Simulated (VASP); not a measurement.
All values below come from r2SCAN meta-GGA, VASP's PBE PAW potentials (set 64) (plane waves; VASP).

VASP ran on this input.

File POSCAR:
```
WSe2
1
    3.3161725954     0.0000000000     0.0000000000
   -1.6580862977     2.8718893835     0.0000000000
    0.0000000000     0.0000000000    16.6501120690
W Se
1 2
Direct
  0.0000000000   0.0000000000   0.0000000000
  0.3333330000   0.6666670000   0.0998364225
  0.3333330000   0.6666670000   0.9001635775
```

KPOINTS_OPT:
```
k-points along high-symmetry lines
6
Line-mode
Reciprocal
  0.000000   0.000000   0.000000 ! GAMMA
  0.500000   0.000000   0.000000 ! M

  0.500000   0.000000   0.000000 ! M
  0.333333   0.333333   0.000000 ! K

  0.333333   0.333333   0.000000 ! K
  0.000000   0.000000   0.000000 ! GAMMA

  0.000000   0.000000   0.000000 ! GAMMA
  0.000000   0.000000   0.500000 ! A

  0.000000   0.000000   0.500000 ! A
  0.500000   0.000000   0.500000 ! L

  0.500000   0.000000   0.500000 ! L
  0.333333   0.333333   0.500000 ! H

  0.333333   0.333333   0.500000 ! H
  0.000000   0.000000   0.500000 ! A

  0.500000   0.000000   0.500000 ! L
  0.500000   0.000000   0.000000 ! M

  0.333333   0.333333   0.500000 ! H
  0.333333   0.333333   0.000000 ! K
```

### INCAR
```
ALGO = Normal
EDIFF = 1E-7
ENCUT = 400
ISIF = 2
ISMEAR = -5
LASPH = T
LCHARG = F
LEFG = T
LMAXMIX = 6
LMIXTAU = T
LORBIT = 11
LREAL = F
LWAVE = F
METAGGA = R2SCAN
NEDOS = 601
NELM = 100
PREC = Accurate
SYSTEM = WSe2
```

KPOINTS:
```
Automatic mesh
0
Gamma
9 9 2
0 0 0
```

POTCAR, in this order: W_sv Se (PBE.64 set). Program: vasp_std.

The run wrote:

### OSZICAR
```
       N       E                     dE             d eps       ncg     rms          rms(c)
DAV:   1     0.909755702384E+02    0.90976E+02   -0.11191E+04  1008   0.109E+03
DAV:   2    -0.773180021391E+02   -0.16829E+03   -0.16623E+03  1114   0.267E+02
DAV:   3    -0.883553370055E+02   -0.11037E+02   -0.11009E+02  1153   0.671E+01
DAV:   4    -0.885064616328E+02   -0.15112E+00   -0.15087E+00  1045   0.872E+00
DAV:   5    -0.885096848461E+02   -0.32232E-02   -0.32180E-02  1110   0.130E+00    0.224E+01
DAV:   6    -0.860316653522E+02    0.24780E+01   -0.55677E+00   939   0.215E+01    0.673E+00
DAV:   7    -0.837364639773E+02    0.22952E+01   -0.17026E+00   968   0.764E+00    0.310E+00
DAV:   8    -0.839411404657E+02   -0.20468E+00   -0.47621E-01   909   0.544E+00    0.912E-01
DAV:   9    -0.830852045915E+02    0.85594E+00   -0.68572E-02   934   0.256E+00    0.557E-01
DAV:  10    -0.824434493949E+02    0.64176E+00   -0.46722E-02   830   0.204E+00    0.146E-01
DAV:  11    -0.820944998277E+02    0.34895E+00   -0.23621E-02   838   0.132E+00    0.974E-02
DAV:  12    -0.818311302869E+02    0.26337E+00   -0.17940E-02   826   0.123E+00    0.646E-02
DAV:  13    -0.817828449246E+02    0.48285E-01   -0.13794E-02   897   0.113E+00    0.807E-02
DAV:  14    -0.817560537918E+02    0.26791E-01   -0.87086E-02   903   0.227E+00    0.988E-02
DAV:  15    -0.817543494612E+02    0.17043E-02   -0.27964E-03  1081   0.447E-01    0.115E-01
DAV:  16    -0.817506602927E+02    0.36892E-02   -0.16669E-03   822   0.365E-01    0.847E-02
DAV:  17    -0.817278363939E+02    0.22824E-01   -0.47114E-02   866   0.161E+00    0.844E-02
DAV:  18    -0.817280651046E+02   -0.22871E-03   -0.69783E-04  1067   0.187E-01    0.973E-02
DAV:  19    -0.817224887834E+02    0.55763E-02   -0.19395E-04   856   0.117E-01    0.963E-02
DAV:  20    -0.817144816004E+02    0.80072E-02   -0.62023E-04   820   0.183E-01    0.153E-01
DAV:  21    -0.817229992251E+02   -0.85176E-02   -0.94886E-04   997   0.214E-01    0.334E-01
DAV:  22    -0.817327676959E+02   -0.97685E-02   -0.10324E-03   818   0.250E-01    0.366E-01
DAV:  23    -0.817367950658E+02   -0.40274E-02   -0.19082E-04   992   0.120E-01    0.372E-01
DAV:  24    -0.817405477092E+02   -0.37526E-02   -0.22851E-04   818   0.140E-01    0.410E-01
DAV:  25    -0.817465959611E+02   -0.60483E-02   -0.86258E-04   818   0.251E-01    0.454E-01
DAV:  26    -0.817465244472E+02    0.71514E-04   -0.23328E-05  1066   0.371E-02    0.456E-01
DAV:  27    -0.817477920045E+02   -0.12676E-02   -0.15989E-04   822   0.969E-02    0.497E-01
DAV:  28    -0.817487978187E+02   -0.10058E-02   -0.82315E-05  1016   0.761E-02    0.521E-01
DAV:  29    -0.817491965536E+02   -0.39873E-03   -0.32876E-05   820   0.441E-02    0.521E-01
DAV:  30    -0.817492099722E+02   -0.13419E-04   -0.11287E-06  1115   0.674E-03    0.520E-01
DAV:  31    -0.817491586980E+02    0.51274E-04   -0.37039E-06  1027   0.136E-02    0.518E-01
DAV:  32    -0.817496370245E+02   -0.47833E-03   -0.66005E-05   816   0.596E-02    0.503E-01
DAV:  33    -0.817495167082E+02    0.12032E-03   -0.89105E-05   816   0.608E-02    0.464E-01
DAV:  34    -0.817490645287E+02    0.45218E-03   -0.13236E-04  1022   0.890E-02    0.388E-01
DAV:  35    -0.817486254606E+02    0.43907E-03   -0.15067E-04  1030   0.706E-02    0.311E-01
DAV:  36    -0.817493880775E+02   -0.76262E-03   -0.18711E-03   816   0.294E-01    0.197E-01
DAV:  37    -0.817506188947E+02   -0.12308E-02   -0.23173E-03   816   0.421E-01    0.127E-01
DAV:  38    -0.817511030004E+02   -0.48411E-03   -0.18497E-04   986   0.124E-01    0.906E-02
DAV:  39    -0.817498554021E+02    0.12476E-02   -0.69053E-04   816   0.280E-01    0.704E-02
DAV:  40    -0.817486838541E+02    0.11715E-02   -0.11000E-03   816   0.312E-01    0.307E-02
DAV:  41    -0.817492667504E+02   -0.58290E-03   -0.25026E-04   816   0.137E-01    0.180E-02
DAV:  42    -0.817488058232E+02    0.46093E-03   -0.24815E-04   816   0.153E-01    0.107E-02
DAV:  43    -0.817489643681E+02   -0.15854E-03   -0.70254E-04   816   0.247E-01    0.420E-03
DAV:  44    -0.817492429837E+02   -0.27862E-03   -0.21582E-04   816   0.129E-01    0.310E-03
DAV:  45    -0.817492440074E+02   -0.10237E-05   -0.13815E-05   852   0.383E-02    0.275E-03
DAV:  46    -0.817492052586E+02    0.38749E-04   -0.35457E-05   816   0.530E-02    0.209E-03
DAV:  47    -0.817492733211E+02   -0.68062E-04   -0.22612E-05   816   0.453E-02    0.139E-03
DAV:  48    -0.817492750640E+02   -0.17429E-05   -0.93975E-07   849   0.996E-03    0.102E-03
DAV:  49    -0.817492833896E+02   -0.83256E-05   -0.65977E-06   970   0.201E-02    0.448E-04
DAV:  50    -0.817492832277E+02    0.16182E-06   -0.94108E-07   833   0.996E-03    0.267E-04
DAV:  51    -0.817492834413E+02   -0.21357E-06   -0.10836E-06   816   0.977E-03    0.172E-04
DAV:  52    -0.817492836214E+02   -0.18011E-06   -0.20493E-07   620   0.425E-03    0.146E-04
DAV:  53    -0.817492836335E+02   -0.12121E-07   -0.59971E-08   614   0.228E-03
   1 F= -.81749284E+02 E0= -.81749284E+02  d E =0.000000E+00
       N       E                     dE             ncg
       N       E                     dE             ncg
       N       E                     dE             ncg
```

OUTCAR:
```
------------------------ aborting loop because EDIFF is reached ----------------------------------------
  FORCE on cell =-STRESS in cart. coord.  units (eV):
  Direction    XX          YY          ZZ          XY          YZ          ZX
  --------------------------------------------------------------------------------------
  Total       -0.0000803     -0.0000803     -0.0054059      0.0000000      0.0000000      0.0000000
  in kB       -0.0008117     -0.0008117     -0.0546209      0.0000000      0.0000000      0.0000000
  external PRESSURE =      -0.0187481 kB  Pullay stress =       0.0000000 kB
  volume of cell :      158.57
      direct lattice vectors                 reciprocal lattice vectors
     3.316172595  0.000000000  0.000000000     0.301552459  0.174101413  0.000000000
    -1.658086298  2.871889384  0.000000000     0.000000000  0.348202826  0.000000000
     0.000000000  0.000000000 16.650112069     0.000000000  0.000000000  0.060059656
 POSITION                                       TOTAL-FORCE (eV/Angst)
 -----------------------------------------------------------------------------------
      0.00000      0.00000      0.00000        -0.000000     -0.000000      0.000000
     -0.00000      1.91459      1.66229         0.000000      0.000000      0.007268
     -0.00000      1.91459     14.98782        -0.000000      0.000000     -0.007268
 -----------------------------------------------------------------------------------
    total drift:                                0.001076     -0.000625     -0.000000
  FREE ENERGIE OF THE ION-ELECTRON SYSTEM (eV)
  ---------------------------------------------------
  free  energy   TOTEN  =       -81.7492836335 eV

  energy  without entropy=      -81.7492836335  energy(sigma->0) =      -81.74928363

 total charge

# of ion       s       p       d       tot
------------------------------------------
    1        2.301   6.279   3.344  11.924
    2        1.471   2.402   0.069   3.942
    3        1.471   2.402   0.069   3.942
--------------------------------------------------
tot          5.243  11.083   3.482  19.808

 Electric field gradients after diagonalization (V/A^2)
 (convention: |V_zz| > |V_xx| > |V_yy|)
----------------------------------------------------------------------
 ion       V_xx      V_yy      V_zz     asymmetry (V_yy - V_xx)/ V_zz
----------------------------------------------------------------------
   1      77.412    77.403  -154.815       0.000
   2      45.259    45.258   -90.517       0.000
   3      45.259    45.258   -90.517       0.000
```
(Selected blocks of OUTCAR.)

### OUTCAR
```
 val. band max:       -1.0749721635   @ k =   0.3333   0.3333   0.0000

 cond. band min:       0.5642678875   @ k =   0.3333   0.3333   0.5000


 Fermi energy:        -0.9925783743

 k-point     1 :       0.0000    0.0000    0.0000
  band No.  band energies     occupation
      1     -77.0849      2.00000
      2     -40.6603      2.00000
      3     -40.5590      2.00000
      4     -40.5590      2.00000
      5     -16.4606      2.00000
      6     -15.1007      2.00000
      7      -7.4816      2.00000
      8      -3.6235      2.00000
      9      -3.6235      2.00000
     10      -3.3029      2.00000
     11      -2.4563      2.00000
     12      -2.4562      2.00000
     13      -1.3316      2.00000
     14       2.0061      0.00000
     15       2.0062      0.00000
     16       2.1869      0.00000
     17       2.1869      0.00000

 k-point     2 :       0.1111    0.0000    0.0000
  band No.  band energies     occupation
      1     -77.0836      2.00000
      2     -40.6550      2.00000
      3     -40.5862      2.00000
      4     -40.5654      2.00000
      5     -16.2732      2.00000
      6     -15.0099      2.00000
      7      -7.2450      2.00000
      8      -4.1552      2.00000
      9      -3.7510      2.00000
     10      -3.4467      2.00000
     11      -2.7583      2.00000
     12      -2.3800      2.00000
     13      -1.4203      2.00000
     14       1.5921      0.00000
     15       1.7247      0.00000
     16       1.9570      0.00000
     17       2.3210      0.00000

 k-point     3 :       0.2222    0.0000    0.0000
  band No.  band energies     occupation
      1     -77.0805      2.00000
      2     -40.6546      2.00000
      3     -40.6416      2.00000
      4     -40.5815      2.00000
      5     -15.7578      2.00000
      6     -14.7622      2.00000
      7      -6.6521      2.00000
      8      -5.2794      2.00000
      9      -4.6102      2.00000
     10      -3.3719      2.00000
     11      -2.9928      2.00000
...
```

The cell holds a wide vacuum, so values per volume refer to the whole cell. Unless said otherwise, spin-orbit coupling is left out, though it shifts the bands of the heavy elements here.

The cell is a sheet with vacuum, built from a database entry that may be metastable or hypothetical.
